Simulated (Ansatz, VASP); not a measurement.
CaInH: VASP beside Ansatz

```xyz
3
Lattice="2.7034 -3.6754 0.0000 2.7034 3.6754 0.0000 0.0000 0.0000 3.5307" Properties=species:S:1:pos:R:3 pbc="T T T"
Ca    2.7034    0.0000    1.7654
In    0.0000    0.0000    1.7654
H     2.7034    0.0000    0.0000
```

Alike in both runs: task relaxation of cell and atoms; functional PBE; k mesh 4 × 4 × 6; occupations gaussian, width 0.1 eV; no spin polarisation.

```csv
,VASP,Ansatz
version,VASP 6.6.1,Ansatz 0.2.0
potentials or method,"VASP PAW PBE potentials, release 64 (Ca_sv, In_d, H)","scalar-relativistic, plane waves, PAW"
plane-wave cutoff (eV),600,420
valence electrons in the cell,24,24
```

```tsv
	VASP	Ansatz	Ansatz less VASP
gap on the k mesh at the Fermi level, each at its own relaxed structure (eV)	none	none	-
relaxed volume (Å³/atom)	30.93	30.86	-0.064
relaxed cell length with the largest relative difference (Å)	4.798	4.788	-0.0098
energy change over the relaxation (meV/atom)	-495	-492	+3.1
```

A gap of «none» marks a metal or a gap that the smearing closes.

Caveats: the k mesh is coarse (spacing up to 0.36 Å⁻¹), so the values aren't converged; the volume moved by over 15 % at a fixed basis, so the end points are rough (VASP).
